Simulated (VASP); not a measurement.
```
Ca
1.0
    0.00000     2.77118     2.77118
    2.77118     0.00000     2.77118
    2.77118     2.77118     0.00000
Ca
1
Direct
  0.00000   0.00000   0.00000
```

Level of theory: PBE GGA with D3 dispersion (Becke-Johnson damping), VASP's PBE PAW potentials (set 64) (plane waves; VASP). Run with 520 eV cut-off, 12×12×12 Γ-centred mesh, first-order Methfessel-Paxton smearing of 0.10 eV, potentials Ca_sv.

Problem. Estimate the energy per atom (σ→0), band gap (on the k-mesh) with the smallest direct gap where there is one.

Solution. 
| Item | Result |
|---|---|
| band gap (on the k-mesh) | none (metal, semimetal or under 0.01 eV) |
| energy per atom (σ→0) | -2.155 eV/atom |

Total energies compare only between runs with the same potentials, cut-off and functional.

The compound is Ca in the fcc structure. This cell is one point of a volume scan, at 1.06 of the reference volume.
